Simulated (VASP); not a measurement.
A run of VASP 6.6.1 is set up as follows.

Contents of POSCAR:

```
HfGe
1.0
    3.9335093900      0.0000000000      0.0000000000
   -1.9667546900      3.4065190500      0.0000000000
    0.0000000000      0.0000000000      3.5096193900
Hf Ge
1 1
Cartesian
    0.0000000000      0.0000000000      1.7548096950
   -0.0000000163      2.2710127114      1.7548096950
```

File INCAR.step1:

```
PREC = Accurate
ENCUT = 520
EDIFF = 1E-5
ISMEAR = 0
SIGMA = 0.05
LREAL = F
LASPH = T
NELM = 80
ALGO = Normal
ISIF = 2
LWAVE = T
LCHARG = F
NBANDS = 19
GGA = PE
```

File INCAR.step2:

```
PREC = Accurate
ENCUT = 520
EDIFF = 1E-6
ISMEAR = 0
SIGMA = 0.05
LREAL = F
LASPH = T
NELM = 80
ALGO = Normal
ISIF = 2
LWAVE = F
LCHARG = F
GGA = PE
LHFCALC = T
HFSCREEN = 0.3
PRECFOCK = Fast
NBANDS = 19
ISTART = 1
```

The input KPOINTS:

```
regular mesh
0
Gamma
  4 4 4
```

Potentials or basis: VASP PAW PBE potentials, release 64 (Hf_pv, Ge_d).

Run with:

```sh
$ cat potpaw_PBE.64/Hf_pv/POTCAR potpaw_PBE.64/Ge_d/POTCAR > POTCAR
$ cp INCAR.step1 INCAR
$ mpirun -np 1 vasp_std > vasp.out
$ cp INCAR.step2 INCAR
$ mpirun -np 1 vasp_std > vasp.out
```

Question: What does it give for the band gap on the k mesh?

Answer: None (metal or under the smearing width).

Question: Predict the pressure.

Answer: 37.0 GPa.

Stress tensor (GPa, compression positive):
```
 62.43   0.00   0.00
  0.00  62.43   0.00
  0.00   0.00 -13.82
```

Caveat: the k mesh is coarse (spacing up to 0.46 Å⁻¹), so the values aren't converged, least of all with exact exchange; a pressure of tens of GPa on the cell as given is suspect, and the run, the potentials or the cell itself is likely at fault; the PAW data sets were made with another functional, which shifts forces and pressure a little. The run has no spin-orbit coupling, so splittings on Hf are missing.
